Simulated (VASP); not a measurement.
Input:

```yaml
crystal:
  lattice:
    - [-2.24515, 2.24515, 5.56823]
    - [2.24515, -2.24515, 5.56823]
    - [2.24515, 2.24515, -5.56823]
  atoms:
    - { symbol: Ba, position: [0.00000, 0.00000, 0.00000] }
    - { symbol: Al, position: [0.75000, 0.25000, 0.50000] }
    - { symbol: Al, position: [0.25000, 0.75000, 0.50000] }
    - { symbol: Al, position: [0.38147, 0.38147, 0.00000] }
    - { symbol: Al, position: [0.61853, 0.61853, 0.00000] }
```

Method: LDA (Ceperley-Alder, Perdew-Zunger) with spin-orbit coupling, VASP's LDA PAW potentials (set 64) (plane waves; VASP). Run with 400 eV cut-off, 9×9×9 Γ-centred mesh, Gaussian smearing of 0.050 eV, potentials Ba_sv Al.

Problem. Estimate the energy per atom (σ→0), band gap (over mesh and band path) with the smallest direct gap where there is one.

Solution. 
The band gap (over mesh and band path) is none (metal, semimetal or under 0.01 eV). The energy per atom (σ→0) is -4.103 eV/atom.

The compound is BaAl4 in the sg139 structure. It was relaxed first.
